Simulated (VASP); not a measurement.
The system is ZrPb2O5.

```
Zr Pb O
1.0
    -2.81482    3.09347    3.62969
     2.81482   -3.09347    3.62969
     2.81482    3.09347   -3.62969
Zr Pb O
1 2 5
Direct
  0.50000 0.00000 0.50000
  0.71572 0.71572 0.00000
  0.28428 0.28428 0.00000
  0.00000 0.00000 0.50000
  0.00000 0.50000 0.00000
  0.50000 0.50000 0.50000
  0.50000 0.00000 0.00000
  0.00000 0.50000 0.50000
```

The cell was built by a generator and needn't be a form met in nature.

| Property | Result |
| --- | --- |
| Program | VASP 6.6.1 |
| Task | relaxation of cell and atoms |
| Functional | PBE |
| Potentials or basis | VASP PAW PBE potentials, release 64 (Zr_sv, Pb_d, O) |
| Cutoff | 520 eV |
| k mesh | 4 × 4 × 4 |
| Occupations | gaussian, width 0.15 eV |
| Spin | no spin polarisation |

At the start: pressure 3.8 GPa; volume 15.80 Å³/atom.

Q: How do energy, volume and symmetry change on relaxing?

A: Over 22 steps the energy falls by 347.9 meV/atom and the volume is 13.94 Å³/atom (-11.8 %); space group Immm (No. 71, to 0.05 Å).

The path:
```tsv
step	energy change (eV)	largest force (eV/Å)	pressure (GPa)	volume (Å³)
1	0.0000	0.5170	3.82	126.42
2	-0.9250	0.6140	-6.02	132.88
3	-0.9606	0.9638	-7.45	134.05
4	-1.7828	2.4666	-4.38	122.53
5	-2.0584	5.1725	3.04	110.78
6	-2.0903	4.4241	0.58	113.74
7	-2.4843	2.8557	2.55	109.74
8	-2.5385	1.3494	4.74	106.74
9	-2.5484	1.8416	4.22	107.55
10	-2.6728	1.0513	1.68	109.69
11	-2.7276	0.4382	-0.64	112.02
12	-2.7302	0.3132	-1.11	112.59
13	-2.7302	0.2911	-1.26	112.73
14	-2.7459	0.1732	-0.81	112.18
15	-2.7657	0.1452	1.22	110.54
16	-2.7784	0.1234	0.67	110.98
17	-2.7825	0.1060	0.04	111.46
18	-2.7827	0.0829	0.05	111.42
19	-2.7817	0.0895	0.39	111.20
20	-2.7827	0.1105	0.10	111.36
21	-2.7827	0.1203	0.21	111.39
22	-2.7833	0.0484	-0.03	111.55
```

Final structure:
```cif
data_structure
_symmetry_space_group_name_H-M 'P 1'
_symmetry_Int_Tables_number 1
_cell_length_a 5.2723
_cell_length_b 5.2723
_cell_length_c 5.2723
_cell_angle_alpha 106.404
_cell_angle_beta 105.797
_cell_angle_gamma 116.447
_cell_volume 111.55
loop_
_atom_site_label
_atom_site_type_symbol
_atom_site_fract_x
_atom_site_fract_y
_atom_site_fract_z
_atom_site_occupancy
Zr1 Zr 0.50000 0.00000 0.50000 1
Pb1 Pb 0.75008 0.75008 0.00000 1
Pb2 Pb 0.24992 0.24992 0.00000 1
O1 O 0.00000 0.00000 0.50000 1
O2 O 0.00000 0.50000 0.00000 1
O3 O 0.50000 0.50000 0.50000 1
O4 O 0.50000 0.00000 0.00000 1
O5 O 0.00000 0.50000 0.50000 1
```

Caveat: the k mesh is coarse (spacing up to 0.38 Å⁻¹), so the values aren't converged.
